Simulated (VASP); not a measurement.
ZnSe (zinc blende) is relaxed at rising pressure, each step from the one before. Symmetry mostly holds the structure type, and other phases were not tried. The mesh follows the cell, and a change of mesh leaves a small step in the series.

Input:

```xyz
2
Lattice="0.0000 2.7893 2.7893 2.7893 0.0000 2.7893 2.7893 2.7893 0.0000" Properties=species:S:1:pos:R:3 pbc="T T T"
Zn     0.0000     0.0000     0.0000
Se     1.3947     1.3947     1.3947
```

Method: LDA (Ceperley-Alder, Perdew-Zunger), VASP's LDA PAW potentials (set 64) (plane waves; VASP). Run with 500 eV cut-off, 8×8×8 Γ-centred mesh, Gaussian smearing of 0.050 eV, potentials Zn Se.

| P (GPa) | V (Å³/atom) | H − H(0) (eV/atom) | space group | k-mesh |
|---|---|---|---|---|
| 0 | 21.70 | 0.000 | F-43m | 8×8×8 |
| 5 | 20.41 | 0.656 | F-43m | 8×8×8 |
| 10 | 19.45 | 1.276 | F-43m | 9×9×9 |
| 20 | 18.04 | 2.443 | F-43m | 9×9×9 |
| 30 | 17.03 | 3.536 | F-43m | 9×9×9 |
| 45 | 15.91 | 5.074 | F-43m | 9×9×9 |

Pressures at which the relaxation failed are left out.

The compound is ZnSe in the zinc blende structure.
